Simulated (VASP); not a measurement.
# MnB with PBEsol + U: from relaxation to properties, part 2 of 2

What structure does MnB take at this level, and what are its properties? The start is a cell from a database of measured crystal structures.

VASP 6.6.1; PBEsol, DFT+U (Mn d 3 eV), spin-polarised from a ferromagnetic start; plane waves and PAW (Mn_pv, B).

Still holding for the runs below: The magnetic state follows from one typed start and may not be the lowest. A U on the itinerant d states of such a compound is hard to justify; it moves the bands at the Fermi level and favours large moments.

So far, moment of the cell, from the last line of the log (μB): step 2 (relaxing cell and atoms (PBEsol + U)) 11.8; step 3 (second relaxation) 11.6; step 5 (bands along the symmetry lines (PBEsol + U)) 11.6.

## Step 6: Density of states (PBEsol + U)

Here the states are counted by energy and projected on the atoms. The mesh is finer than in the run before.

File INCAR:

```
SYSTEM = MnB
PREC = Accurate
ENCUT = 420
EDIFF = 1E-06
NELM = 100
ISMEAR = -5
SIGMA = 0.05
LREAL = .FALSE.
ALGO = Normal
GGA = PS
NBANDS = 63
ISPIN = 2
MAGMOM = 3.138 3.138 3.138 3.138 -0.189 -0.189 -0.189 -0.189
LDAU = .TRUE.
LDAUTYPE = 2
LDAUL = 2 -1
LDAUU = 3 0
LDAUJ = 0 0
LDAUPRINT = 1
LASPH = .TRUE.
LMAXMIX = 4
LORBIT = 11
LWAVE = .FALSE.
LCHARG = .FALSE.
KPAR = 4
NEDOS = 2001
```

File POSCAR:

```
MnB
1.0
    5.7738752562      0.0000000000      0.0000000000
    0.0000000000      2.9376891469      0.0000000000
    0.0000000000      0.0000000000      4.2347672237
Mn B
4 4
Direct
    0.1779605663      0.2500000000      0.1201939108
    0.3220394337      0.7500000000      0.6201939108
    0.6779605663      0.2500000000      0.3798060892
    0.8220394337      0.7500000000      0.8798060892
    0.0327092485      0.2500000000      0.6094652426
    0.4672907515      0.7500000000      0.1094652426
    0.5327092485      0.2500000000      0.8905347574
    0.9672907515      0.7500000000      0.3905347574
```

File KPOINTS:

```
Automatic mesh
0
Gamma
6 11 8
0 0 0
```

The projector-augmented-wave data sets are Mn_pv and B (PBE family, release 64).

On the command line:

```sh
mpirun -np 4 vasp_std
```

The job ended after 79 s (4 MPI ranks of Intel Xeon 6975P-C (Granite Rapids), shared host; peak memory 2.3 GiB; 5.2 min of CPU time).

With tetrahedra the forces and stress of a metal are not exact derivatives of the energy.

Numbers from this step:

```yaml
scf_cycles: 19
irreducible_k_points: 120
free_energy_toten: -59.6502 eV
fermi_energy: 9.216 eV
pressure: -0.4091 GPa
moment_of_the_cell_from_the_last_line_of_the_log: 11.55 μB
dos_at_the_fermi_level: 3.043 states/eV/cell
```

The density of states has structure finer than the step of the table below, so its rows give means over 1 eV, whole bins alone (the curve runs from -12.0 to 6.21 eV). Peaks (eV: height): total up -4.9: 4.26, -4.7: 7.50, -2.4: 7.98, 2.7: 2.25; total down 2.3: 5.01, 2.8: 6.52, 3.9: 5.16, 5.3: 4.23; Mn d up -4.7: 4.83, -2.4: 7.25; Mn d down 2.3: 4.39, 2.8: 5.97, 3.8: 4.34, 5.3: 2.67; B p up -4.9: 0.627, -4.7: 0.892, 2.8: 0.474, 4.7: 0.489.

States under -12.0 eV and over 6.2 eV are left out. Table of density of states by energy, zero at the Fermi level; means over each step; 7 of 12 lines; values in states/eV/cell:

| energy (eV) | total up | total down | Mn d up | Mn d down | B p up | B p down | Mn p up |
| --- | --- | --- | --- | --- | --- | --- | --- |
| -11 | 0.788 | 0.757 | 0.0514 | 0.0249 | 0.0500 | 0.0471 | 0.0454 |
| -10 | 0.557 | 0.504 | 0.0638 | 0.0263 | 0.0648 | 0.0585 | 0.0283 |
| -9 | 0.285 | 0.299 | 0.0478 | 0.0224 | 0.0437 | 0.0476 | 0.0139 |
| -8 | 0.801 | 0.441 | 0.158 | 0.0369 | 0.128 | 0.0869 | 0.0355 |
| -7 | 1.09 | 0.949 | 0.305 | 0.0817 | 0.147 | 0.185 | 0.0475 |
| -6 | 1.93 | 0.874 | 0.775 | 0.110 | 0.307 | 0.181 | 0.0892 |
| -5 | 3.78 | 1.25 | 2.29 | 0.179 | 0.502 | 0.337 | 0.136 |
| -4 | 5.39 | 1.55 | 3.83 | 0.288 | 0.373 | 0.488 | 0.216 |
| -3 | 2.69 | 2.07 | 2.34 | 0.539 | 0.0857 | 0.646 | 0.0308 |
| -2 | 5.74 | 2.26 | 5.17 | 0.917 | 0.145 | 0.510 | 0.0645 |
| -1 | 1.32 | 1.80 | 0.932 | 1.12 | 0.147 | 0.116 | 0.0625 |
| 0 | 1.44 | 1.96 | 0.860 | 1.44 | 0.253 | 0.0882 | 0.0817 |
| 1 | 1.38 | 1.49 | 0.694 | 1.20 | 0.317 | 0.0600 | 0.0803 |
| 2 | 0.696 | 3.57 | 0.314 | 3.06 | 0.168 | 0.117 | 0.0393 |
| 3 | 1.47 | 4.23 | 0.587 | 3.86 | 0.345 | 0.0888 | 0.0869 |
| 4 | 0.687 | 3.01 | 0.236 | 2.44 | 0.193 | 0.278 | 0.0437 |
| 5 | 1.22 | 1.95 | 0.326 | 1.30 | 0.404 | 0.290 | 0.0807 |

The finer mesh and the other smearing move the Fermi level by -0.01 eV from the 4×8×5 run, a small shift, which tests the Fermi level alone. Of the states within 0.3 eV of the Fermi level, the largest shares in the PAW spheres are Mn d 67 % and B p 10 %. The rest lies in smaller channels or between the spheres.

## Step 7: Core-level energies (PBEsol + U)

Core levels shift with the potential at each site, so they tell like atoms on unlike sites apart.

INCAR: that of step 6 with these lines changed.

```diff
@@ -5,3 +5,3 @@
 NELM = 100
-ISMEAR = -5
+ISMEAR = 0
 SIGMA = 0.05
@@ -10,3 +10,3 @@
 GGA = PS
-NBANDS = 63
+NBANDS = 51
 ISPIN = 2
@@ -25,2 +25,2 @@
 KPAR = 4
-NEDOS = 2001
+ICORELEVEL = 1
```

POSCAR is that of step 6.

File KPOINTS:

```
Automatic mesh
0
Gamma
4 8 5
0 0 0
```

On the command line:

```sh
mpirun -np 4 vasp_std
```

Wall time 26 s (4 MPI ranks); peak memory 1.1 GiB; 1.7 min of CPU time.

These are scalar-relativistic Kohn-Sham levels of the ground state, with no core hole, so they are not binding energies.

Numbers from this step:

```
SCF cycles                                        : 17
bands                                             : 51
irreducible k-points                              : 45
free energy (TOTEN)                               : -59.6574 eV
Fermi energy                                      : 9.228 eV
pressure                                          : 0.02754 GPa
moment of the cell, from the last line of the log : 11.61 μB
```

Kohn-Sham core levels. Core levels, by row:

| atom | shell | level below the Fermi level (eV) |
| --- | --- | --- |
| Mn1 | 1s | 6423 |
| Mn1 | 2s | 737.5 |
| Mn1 | 2p | 623.7 |
| Mn1 | 3s | 79.05 |
| Mn2 | 1s | 6423 |
| Mn2 | 2s | 737.5 |
| Mn2 | 2p | 623.7 |
| Mn2 | 3s | 79.05 |
| Mn3 | 1s | 6423 |
| Mn3 | 2s | 737.5 |
| Mn3 | 2p | 623.7 |
| Mn3 | 3s | 79.05 |
| Mn4 | 1s | 6423 |
| Mn4 | 2s | 737.5 |
| Mn4 | 2p | 623.7 |
| Mn4 | 3s | 79.05 |
| B5 | 1s | 173.3 |
| B6 | 1s | 173.3 |
| B7 | 1s | 173.3 |
| B8 | 1s | 173.3 |

Atoms of one element give levels within 0.1 eV of each other.

## Step 8: Volume scan with PBEsol + U, volume scale 0.94

An equation of state needs energies on both sides of the minimum, all on one mesh and cutoff.

INCAR: that of step 7 with these lines changed.

```diff
@@ -25,2 +25,2 @@
 KPAR = 4
-ICORELEVEL = 1
+ISIF = 2
```

POSCAR: that of step 7 with these lines changed.

```diff
@@ -2,5 +2,5 @@
 1.0
-    5.7738752562      0.0000000000      0.0000000000
-    0.0000000000      2.9376891469      0.0000000000
-    0.0000000000      0.0000000000      4.2347672237
+    5.6560079944      0.0000000000      0.0000000000
+    0.0000000000      2.8777194800      0.0000000000
+    0.0000000000      0.0000000000      4.1483191460
 Mn B
```

KPOINTS is that of step 7.

On the command line:

```sh
mpirun -np 4 vasp_std
```

Wall time 25 s (4 MPI ranks); peak memory 1.1 GiB.

The scan keeps the cell's shape and the fractional positions fixed.

Numbers from this step:

```yaml
free_energy_toten: -59.5064 eV
energy_at_zero_smearing: -59.5039 eV
fermi_energy: 9.913 eV
pressure: 7.981 GPa
moment_of_the_cell_from_the_last_line_of_the_log: 10.32 μB
```

Spin moment in the PAW sphere by atom:

| atom | spin moment in the PAW sphere (μB) |
| --- | --- |
| Mn1 | 2.82 |
| Mn2 | 2.82 |
| Mn3 | 2.82 |
| Mn4 | 2.82 |
| B5 | -0.19 |
| B6 | -0.19 |
| B7 | -0.19 |
| B8 | -0.19 |

Force by atom:

| atom | x (eV/Å) | y (eV/Å) | z (eV/Å) | size |
| --- | --- | --- | --- | --- |
| Mn1 | -0.101 | 0.000 | 0.026 | 0.105 |
| Mn2 | 0.101 | 0.000 | 0.026 | 0.105 |
| Mn3 | -0.101 | 0.000 | -0.026 | 0.105 |
| Mn4 | 0.101 | 0.000 | -0.026 | 0.105 |
| B5 | 0.096 | 0.000 | 0.481 | 0.491 |
| B6 | -0.096 | 0.000 | 0.481 | 0.491 |
| B7 | 0.096 | 0.000 | -0.481 | 0.491 |
| B8 | -0.096 | 0.000 | -0.481 | 0.491 |

The pressure here is 7.98 GPa.

## Step 9: Volume scan with PBEsol + U, volume scale 0.96

INCAR is that of step 8.

POSCAR: that of step 8 with these lines changed.

```diff
@@ -2,5 +2,5 @@
 1.0
-    5.6560079944      0.0000000000      0.0000000000
-    0.0000000000      2.8777194800      0.0000000000
-    0.0000000000      0.0000000000      4.1483191460
+    5.6958403490      0.0000000000      0.0000000000
+    0.0000000000      2.8979857779      0.0000000000
+    0.0000000000      0.0000000000      4.1775336236
 Mn B
```

KPOINTS is that of step 8.

On the command line:

```sh
mpirun -np 4 vasp_std
```

The job ended after 25 s (4 MPI ranks; peak memory 1.1 GiB).

This step gave:

| Item | Value |
| --- | --- |
| free energy (TOTEN) | -59.5775 eV |
| energy at zero smearing | -59.5748 eV |
| Fermi energy | 9.663 eV |
| pressure | 5.912 GPa |
| moment of the cell, from the last line of the log | 10.91 μB |

Spin moment in the PAW sphere by atom:

| atom | spin moment in the PAW sphere (μB) |
| --- | --- |
| Mn1 | 2.96 |
| Mn2 | 2.96 |
| Mn3 | 2.96 |
| Mn4 | 2.96 |
| B5 | -0.19 |
| B6 | -0.19 |
| B7 | -0.19 |
| B8 | -0.19 |

Force by atom:

| atom | x (eV/Å) | y (eV/Å) | z (eV/Å) | size |
| --- | --- | --- | --- | --- |
| Mn1 | -0.058 | 0.000 | 0.009 | 0.059 |
| Mn2 | 0.058 | 0.000 | 0.009 | 0.059 |
| Mn3 | -0.058 | 0.000 | -0.009 | 0.059 |
| Mn4 | 0.058 | 0.000 | -0.009 | 0.059 |
| B5 | 0.067 | 0.000 | 0.315 | 0.322 |
| B6 | -0.067 | 0.000 | 0.315 | 0.322 |
| B7 | 0.067 | 0.000 | -0.315 | 0.322 |
| B8 | -0.067 | 0.000 | -0.315 | 0.322 |

The pressure falls from 7.98 to 5.91 GPa.

The run ends at a pressure of 5.91 GPa, with forces up to 0.32 eV/Å.

## Step 10: Volume scan with PBEsol + U, volume scale 0.98

INCAR is that of step 9.

POSCAR: that of step 9 with these lines changed.

```diff
@@ -2,5 +2,5 @@
 1.0
-    5.6958403490      0.0000000000      0.0000000000
-    0.0000000000      2.8979857779      0.0000000000
-    0.0000000000      0.0000000000      4.1775336236
+    5.7351232479      0.0000000000      0.0000000000
+    0.0000000000      2.9179725183      0.0000000000
+    0.0000000000      0.0000000000      4.2063451108
 Mn B
```

KPOINTS is that of step 9.

On the command line:

```sh
mpirun -np 4 vasp_std
```

The job ended after 26 s (4 MPI ranks; peak memory 1.1 GiB; 98 s of CPU time).

The pressure falls from 5.91 to 3.79 GPa.

The run ends at a pressure of 3.79 GPa, with forces up to 0.10 eV/Å.

## Step 11: Volume scan with PBEsol + U, volume scale 1

INCAR is that of step 10.

POSCAR: that of step 10 with these lines changed.

```diff
@@ -2,5 +2,5 @@
 1.0
-    5.7351232479      0.0000000000      0.0000000000
-    0.0000000000      2.9179725183      0.0000000000
-    0.0000000000      0.0000000000      4.2063451108
+    5.7738752562      0.0000000000      0.0000000000
+    0.0000000000      2.9376891469      0.0000000000
+    0.0000000000      0.0000000000      4.2347672237
 Mn B
```

KPOINTS is that of step 10.

On the command line:

```sh
mpirun -np 4 vasp_std
```

It took 26 s on 4 MPI ranks; peak memory 1.1 GiB.

The pressure falls from 3.79 to 0.03 GPa.

The run ends at a pressure of 0.03 GPa, with forces up to 0.0034 eV/Å.

## Step 12: Volume scan with PBEsol + U, volume scale 1.02

INCAR is that of step 11.

POSCAR: that of step 11 with these lines changed.

```diff
@@ -2,5 +2,5 @@
 1.0
-    5.7738752562      0.0000000000      0.0000000000
-    0.0000000000      2.9376891469      0.0000000000
-    0.0000000000      0.0000000000      4.2347672237
+    5.8121139551      0.0000000000      0.0000000000
+    0.0000000000      2.9571446089      0.0000000000
+    0.0000000000      0.0000000000      4.2628128571
 Mn B
```

KPOINTS is that of step 11.

On the command line:

```sh
mpirun -np 4 vasp_std
```

Wall time 27 s (4 MPI ranks); peak memory 1.1 GiB.

Spin moment in the PAW sphere by atom:

| atom | spin moment in the PAW sphere (μB) |
| --- | --- |
| Mn1 | 3.19 |
| Mn2 | 3.19 |
| Mn3 | 3.19 |
| Mn4 | 3.19 |
| B5 | -0.19 |
| B6 | -0.19 |
| B7 | -0.19 |
| B8 | -0.19 |

The pressure falls from 0.03 to -3.42 GPa.

The run ends at a pressure of -3.42 GPa, with forces up to 0.071 eV/Å.

## Step 13: Volume scan with PBEsol + U, volume scale 1.04

INCAR is that of step 12.

POSCAR: that of step 12 with these lines changed.

```diff
@@ -2,5 +2,5 @@
 1.0
-    5.8121139551      0.0000000000      0.0000000000
-    0.0000000000      2.9571446089      0.0000000000
-    0.0000000000      0.0000000000      4.2628128571
+    5.8498560123      0.0000000000      0.0000000000
+    0.0000000000      2.9763473847      0.0000000000
+    0.0000000000      0.0000000000      4.2904942357
 Mn B
```

KPOINTS is that of step 12.

On the command line:

```sh
mpirun -np 4 vasp_std
```

The job ended after 29 s (4 MPI ranks; peak memory 1.2 GiB).

The pressure falls from -3.42 to -5.74 GPa.

The run ends at a pressure of -5.74 GPa, with forces up to 0.16 eV/Å.

## Step 14: Volume scan with PBEsol + U, volume scale 1.06

A prediction first. A parabola through the 6 pressures of evenly scaled cells so far, P = 0.31 -150.0 t -366 t² GPa with t = ln(V/V₁) and V₁ the volume at scale 1, gives -9.68 GPa at t = +0.0583.

INCAR is that of step 13.

POSCAR: that of step 13 with these lines changed.

```diff
@@ -2,5 +2,5 @@
 1.0
-    5.8498560123      0.0000000000      0.0000000000
-    0.0000000000      2.9763473847      0.0000000000
-    0.0000000000      0.0000000000      4.2904942357
+    5.8871172463      0.0000000000      0.0000000000
+    0.0000000000      2.9953055225      0.0000000000
+    0.0000000000      0.0000000000      4.3178229613
 Mn B
```

KPOINTS is that of step 13.

On the command line:

```sh
mpirun -np 4 vasp_std
```

The job ended after 30 s (4 MPI ranks; peak memory 1.1 GiB).

The pressure falls from -5.74 to -8.01 GPa. The parabola predicted -9.68 GPa, -1.66 GPa off.

## Step 15: The series together

Times are for 4 MPI ranks of Intel Xeon 6975P-C (Granite Rapids), shared host. Results by setting:

| no. | volume scale | energy above the lowest point (meV/atom) | pressure (GPa) | time | memory (GiB) |
| --- | --- | --- | --- | --- | --- |
| 1 | 0.94 | 19.02 | 7.981 | 25 s | 1.1 |
| 2 | 0.96 | 10.16 | 5.912 | 25 s | 1.1 |
| 3 | 0.98 | 3.29 | 3.791 | 26 s | 1.1 |
| 4 | 1 | 0 | 0.02754 | 26 s | 1.1 |
| 5 | 1.02 | 1.11 | -3.423 | 27 s | 1.1 |
| 6 | 1.04 | 5.26 | -5.739 | 29 s | 1.2 |
| 7 | 1.06 | 11.93 | -8.013 | 30 s | 1.1 |

## Step 16: Fit for PBEsol + U

This step: Birch-Murnaghan fit, PBEsol, DFT+U (Mn d 3 eV); plane waves and PAW (VASP 6.6.1).

No new run; the numbers come from the runs before.

The fit is poor or the pressure derivative of its modulus unusual (most solids lie near 4 to 5), which can come from the mesh or from a state that changes along the scan.

This step gave:

```
pressure derivative of the bulk modulus : -1.079
r.m.s. error of the fit                 : 3.24e-4 eV/atom
minimum inside the sampled range        : yes
bulk modulus                            : 152.9 GPa
equilibrium volume of the fit           : 9.043 Å³/atom
```

Table of energy above the fitted minimum by volume:

| volume (Å³/atom) | energy above the fitted minimum (eV/atom) |
| --- | --- |
| 8.440 | 0.0187 |
| 8.620 | 0.00988 |
| 8.799 | 0.00301 |
| 8.979 | -2.8e-4 |
| 9.158 | 8.3e-4 |
| 9.338 | 0.00498 |
| 9.517 | 0.0117 |

The fitted volume lies +0.71 % from the relaxed one. The atoms bear forces along the scan, since they were held; freeing them would lower the modulus.

## Step 17: Summary of results

* relaxed volume: 8.979 Å³/atom
* relaxed conventional cell a, b, c: 5.774, 2.938, 4.235 Å
* space group after relaxing, within 0.02 Å: Pnma (No. 62)
* moment of the cell (6×11×8 mesh): 11.5 μB
* largest site moment (6×11×8 mesh): 3.12 μB on Mn1
* band gap: none, a metal
* DOS at the Fermi level: 3.04 states/eV/cell
* shallowest level of the frozen cores: Mn1 3s, 79.1 eV deep

In words: With PBEsol + U, MnB relaxes to 8.979 Å³/atom in space group Pnma, comes out as a metal and keeps moments of up to 3.12 μB (6×11×8 mesh). Against the listed cell the volume lies +4.6 % (a +3.8 %, b -1.3 %, c +2.1 %). Bands along the symmetry lines (PBEsol + U), spin up: Of the bands kept, 4 cross the Fermi level on this path. Bands along the symmetry lines (PBEsol + U), spin down: Of the bands kept, 4 cross the Fermi level on this path. The k-sampling is coarse for a metal, so the Fermi level, moments, pressures and the shape of the cell carry errors. Only the typed magnetic starts were tried, so the magnetic ground state may differ and with it the other results. In such a metal, moments, volume and the states at the Fermi level hinge on the chosen U. No search among competing phases was made, and a listed structure need not be the one stable at ambient conditions. All values are for a static lattice at zero temperature.

[Lines on the potential files, build, host, timing and source positions are cut from VASP's logs without a mark.]

[Logs are printed without paths, hosts, clocks, repeated set-up lines and the standing remarks that a program may print on its own settings, such as how far it seeks lower states.]

[Hosts, paths, dates, database ids (printed as entryN), source tags and the programs' standing remarks are cut or masked in the printed files.]

[A measured line is paired with the nearest computed mode of its activity, which favours agreement.]
